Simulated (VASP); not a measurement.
Output of a VASP run:

OUTCAR:
```
 ion  position               nearest neighbor table
   1  0.000  0.000  0.000-   3 2.96   4 2.96   5 2.96   3 2.96   4 2.96   4 2.96   5 2.96   4 2.96
                             3 2.96   5 2.96   3 2.96   5 2.96   2 3.63   2 3.63   2 3.63   2 3.63
   2  0.500  0.500  0.500-   3 2.10   4 2.10   5 2.10   5 2.10   3 2.10   4 2.10   1 3.63   1 3.63
                             1 3.63   1 3.63   1 3.63   1 3.63   1 3.63   1 3.63
   3  0.500  0.000  0.500-   2 2.10   2 2.10   1 2.96   1 2.96   1 2.96   1 2.96
   4  0.000  0.500  0.500-   2 2.10   2 2.10   1 2.96   1 2.96   1 2.96   1 2.96
   5  0.500  0.500  0.000-   2 2.10   2 2.10   1 2.96   1 2.96   1 2.96   1 2.96
  LATTYP: Found a simple cubic cell.
 ALAT       =     4.1900000000
 Subroutine PRICEL returns:
 Original cell was already a primitive cell.
 Subroutine GETGRP returns: Found 48 space group operations
The static configuration has the point symmetry O_h .
The dynamic configuration has the point symmetry O_h .
 Subroutine INISYM returns: Found 48 space group operations
 Subroutine IBZKPT returns following result:
 Found     10 irreducible k-points:

 Following reciprocal coordinates:
            Coordinates               Weight
  0.000000  0.000000  0.000000      1.000000
  0.200000  0.000000  0.000000      6.000000
  0.400000  0.000000  0.000000      6.000000
  0.200000  0.200000  0.000000     12.000000
  0.400000  0.200000  0.000000     24.000000
  0.400000  0.400000  0.000000     12.000000
  0.200000  0.200000  0.200000      8.000000
  0.400000  0.200000  0.200000     24.000000
  0.400000  0.400000  0.200000     24.000000
  0.400000  0.400000  0.400000      8.000000
   k-points           NKPTS =     10   k-points in BZ     NKDIM =     10   number of bands    NBANDS=     24
   number of dos      NEDOS =    301   number of ions     NIONS =      5
   total plane-waves  NPLWV =  32768
   dimension x,y,z NGX =    32 NGY =   32 NGZ =   32
   dimension x,y,z NGXF=    64 NGYF=   64 NGZF=   64
   ions per type =               1   1   3
   PREC   = accura    normal or accurate (medium, high low for compatibility)
   ISTART =      0    job   : 0-new  1-cont  2-samecut
   ICHARG =      2    charge: 1-file 2-atom 10-const
   ISPIN  =      1    spin polarized calculation?
   LNONCOLLINEAR =      F non collinear calculations
   LSORBIT =      F    spin-orbit coupling
   INIWAV =      1    electr: 0-lowe 1-rand  2-diag
   ENCUT  =  520.0 eV  38.22 Ry    6.18 a.u.   7.79  7.79  7.79*2*pi/ulx,y,z
   NELM   =    100;   NELMIN=  2; NELMDL= -5     # of ELM steps
   EDIFF  = 0.1E-05   stopping-criterion for ELM
   LREAL  =      F    real-space projection
   NLSPLINE    = F    spline interpolate recip. space projectors
   LMAXMIX     =    4 max onsite mixed and CHGCAR
   VOSKOWN=      0    Vosko Wilk Nusair interpolation
   EDIFFG = -.2E-01   stopping-criterion for IOM
   NSW    =     60    number of steps for IOM
   NBLOCK =      1;   KBLOCK =     60    inner block; outer block
   IBRION =      2    ionic relax: 0-MD 1-quasi-New 2-CG
   NFREE  =      1    steps in history (QN), initial steepest desc. (CG)
   ISIF   =      3    stress and relaxation
   ISYM   =      2    0-nonsym 1-usesym 2-fastsym
   TEIN   =    0.0    initial temperature
   TEBEG  =    0.0;   TEEND  =   0.0 temperature during run
   SMASS  =  -3.00    Nose mass-parameter (am)
   PSTRESS=    0.0 pullay stress
   NELECT =      40.0000    total number of electrons
   EFERMI =   0.00;   METHOD = LEGACY
   ISMEAR =     0;   SIGMA  =   0.05  broadening in eV -4-tet -1-fermi 0-gaus
   IALGO  =     38    algorithm
   LDIAG  =      T    sub-space diagonalisation (order eigenvalues)
   IMIX   =      4    mixing-type and parameters
     AMIX     =   0.40;   BMIX     =  1.00
     AMIX_MAG =   1.60;   BMIX_MAG =  1.00
     AMIN     =   0.10
   METAGGA = TPSS    functional components
   VOSKOWN =     0    Vosko Wilk Nusair interpolation
   LHFCALC =     F    Hartree Fock is set to
   LHFONE  =     F    Hartree Fock one center treatment
   AEXX    =    0.0000 exact exchange contribution
   IVDW    =     0    specifies the selected vdW correction
   LEPSILON=     F    determine dielectric tensor
   LRPA    =     F    only Hartree local field effects (RPA)
  energy-cutoff  :      520.00
...
```

File OSZICAR:
```
...
DAV:   9    -0.648258518672E+02    0.92255E-01   -0.13164E+00   784   0.766E+00    0.149E+00
DAV:  10    -0.650074098795E+02   -0.18156E+00   -0.30133E-01   752   0.476E+00    0.767E-01
DAV:  11    -0.650428218082E+02   -0.35412E-01   -0.94029E-02   592   0.238E+00    0.604E-01
DAV:  12    -0.650558985316E+02   -0.13077E-01   -0.10379E-01   584   0.205E+00    0.327E-01
DAV:  13    -0.650626889746E+02   -0.67904E-02   -0.81131E-03   536   0.647E-01    0.949E-02
DAV:  14    -0.650630224372E+02   -0.33346E-03   -0.36153E-03   640   0.338E-01    0.847E-02
DAV:  15    -0.650629495163E+02    0.72921E-04   -0.42258E-04   552   0.133E-01    0.250E-02
DAV:  16    -0.650629562688E+02   -0.67524E-05   -0.37620E-05   664   0.475E-02    0.108E-02
DAV:  17    -0.650629654322E+02   -0.91634E-05   -0.65968E-06   608   0.253E-02    0.545E-03
DAV:  18    -0.650629682568E+02   -0.28246E-05   -0.21499E-06   504   0.110E-02    0.216E-03
DAV:  19    -0.650629687377E+02   -0.48091E-06   -0.56147E-07   392   0.600E-03
   1 F= -.65062969E+02 E0= -.65062969E+02  d E =-.650630E+02
       N       E                     dE             d eps       ncg     rms          rms(c)
DAV:   1    -0.654945745822E+02   -0.43161E+00   -0.16853E+01   528   0.346E+01    0.734E+00
DAV:   2    -0.651183777708E+02    0.37620E+00   -0.22210E+00   584   0.961E+00    0.290E+00
DAV:   3    -0.650421682162E+02    0.76210E-01   -0.28342E-01   600   0.437E+00    0.792E-01
DAV:   4    -0.650475925543E+02   -0.54243E-02   -0.14643E-01   760   0.196E+00    0.572E-01
DAV:   5    -0.650530327999E+02   -0.54402E-02   -0.82917E-03   640   0.681E-01    0.367E-01
DAV:   6    -0.650491527750E+02    0.38800E-02   -0.18719E-02   528   0.968E-01    0.203E-01
DAV:   7    -0.650562387284E+02   -0.70860E-02   -0.10581E-02   616   0.710E-01    0.392E-02
DAV:   8    -0.650562687384E+02   -0.30010E-04   -0.28229E-04   688   0.132E-01    0.329E-02
DAV:   9    -0.650563542772E+02   -0.85539E-04   -0.89312E-05   552   0.926E-02    0.167E-02
DAV:  10    -0.650563769325E+02   -0.22655E-04   -0.53475E-05   592   0.583E-02    0.364E-03
DAV:  11    -0.650563843072E+02   -0.73746E-05   -0.26080E-06   504   0.166E-02    0.344E-03
DAV:  12    -0.650563836390E+02    0.66818E-06   -0.42963E-07   368   0.605E-03
   2 F= -.65056384E+02 E0= -.65056384E+02  d E =0.658510E-02
       N       E                     dE             d eps       ncg     rms          rms(c)
DAV:   1    -0.652196562442E+02   -0.16327E+00   -0.50748E+00   528   0.189E+01    0.408E+00
DAV:   2    -0.650962457880E+02    0.12341E+00   -0.66686E-01   552   0.533E+00    0.152E+00
DAV:   3    -0.650760608543E+02    0.20185E-01   -0.82856E-02   640   0.241E+00    0.390E-01
DAV:   4    -0.650782090401E+02   -0.21482E-02   -0.34644E-02   768   0.961E-01    0.305E-01
DAV:   5    -0.650796405504E+02   -0.14315E-02   -0.19514E-03   616   0.371E-01    0.181E-01
DAV:   6    -0.650788517547E+02    0.78880E-03   -0.51867E-03   512   0.534E-01    0.995E-02
DAV:   7    -0.650807789585E+02   -0.19272E-02   -0.31606E-03   624   0.399E-01    0.296E-02
DAV:   8    -0.650808171298E+02   -0.38171E-04   -0.84581E-05   608   0.694E-02    0.189E-02
DAV:   9    -0.650808808673E+02   -0.63737E-04   -0.39396E-05   568   0.591E-02    0.887E-03
DAV:  10    -0.650808875404E+02   -0.66731E-05   -0.17309E-05   576   0.287E-02    0.279E-03
DAV:  11    -0.650808887797E+02   -0.12393E-05   -0.56399E-07   328   0.735E-03    0.240E-03
DAV:  12    -0.650808883040E+02    0.47574E-06   -0.14359E-07   320   0.312E-03
   3 F= -.65080888E+02 E0= -.65080888E+02  d E =-.179196E-01
```

File OUTCAR:
```
------------------------ aborting loop because EDIFF is reached ----------------------------------------
  FORCE on cell =-STRESS in cart. coord.  units (eV):
  Direction    XX          YY          ZZ          XY          YZ          ZX
  --------------------------------------------------------------------------------------
  Total       -0.0028394     -0.0028394     -0.0028394     -0.0000000     -0.0000000     -0.0000000
  in kB       -0.0605040     -0.0605040     -0.0605040     -0.0000000     -0.0000000     -0.0000000
  external PRESSURE =      -0.0605040 kB  Pullay stress =       0.0000000 kB
  volume of cell :       75.19
      direct lattice vectors                 reciprocal lattice vectors
     4.220702689  0.000000000  0.000000000     0.236927373 -0.000000000  0.000000000
     0.000000000  4.220702689  0.000000000    -0.000000000  0.236927373 -0.000000000
    -0.000000000  0.000000000  4.220702689    -0.000000000 -0.000000000  0.236927373
 POSITION                                       TOTAL-FORCE (eV/Angst)
 -----------------------------------------------------------------------------------
      0.00000      0.00000      0.00000         0.000000      0.000000      0.000000
      2.11035      2.11035      2.11035        -0.000000      0.000000      0.000000
      2.11035      0.00000      2.11035         0.000000      0.000000      0.000000
      0.00000      2.11035      2.11035        -0.000000      0.000000      0.000000
      2.11035      2.11035      0.00000         0.000000      0.000000      0.000000
 -----------------------------------------------------------------------------------
    total drift:                                0.000000     -0.000000     -0.000000
  FREE ENERGIE OF THE ION-ELECTRON SYSTEM (eV)
  ---------------------------------------------------
  free  energy   TOTEN  =       -65.0808883040 eV

  energy  without entropy=      -65.0808883040  energy(sigma->0) =      -65.08088830

 reached required accuracy - stopping structural energy minimisation
```
(Selected blocks of OUTCAR.)

File POSCAR:
```
BaZrO3
1
    4.1900000000     0.0000000000     0.0000000000
    0.0000000000     4.1900000000     0.0000000000
    0.0000000000     0.0000000000     4.1900000000
Ba Zr O
1 1 3
Direct
  0.0000000000   0.0000000000   0.0000000000
  0.5000000000   0.5000000000   0.5000000000
  0.5000000000   0.0000000000   0.5000000000
  0.0000000000   0.5000000000   0.5000000000
  0.5000000000   0.5000000000   0.0000000000
```

Problem. Reconstruct the remaining input files.

Solution. One answer among several that fit: the input of the run itself, TPSS meta-GGA, plane waves, VASP's PBE PAW potentials (set 64).

File KPOINTS:
```
Automatic mesh
0
Gamma
5 5 5
0 0 0
```

**INCAR**
```
ALGO  =  Normal
EDIFF  =  1E-6
EDIFFG  =  -0.02
ENCUT  =  520
IBRION  =  2
ISIF  =  3
ISMEAR  =  0
LASPH  =  .True.
LCHARG  =  .False.
LMAXMIX  =  4
LMIXTAU  =  .True.
LREAL  =  .False.
LWAVE  =  .False.
METAGGA  =  TPSS
NELM  =  100
NSW  =  60
PREC  =  Accurate
SIGMA  =  0.05
SYSTEM  =  BaZrO3
```

POTCAR, in this order: Ba_sv Zr_sv O (PBE.64 set). Program: vasp_std.

Energy and stress use the plane-wave basis of the starting cell.

The compound is BaZrO3 in the cubic perovskite structure. This run relaxes it. Symmetry was kept, so distortions that lower it aren't found. The start is the result of an earlier pass.
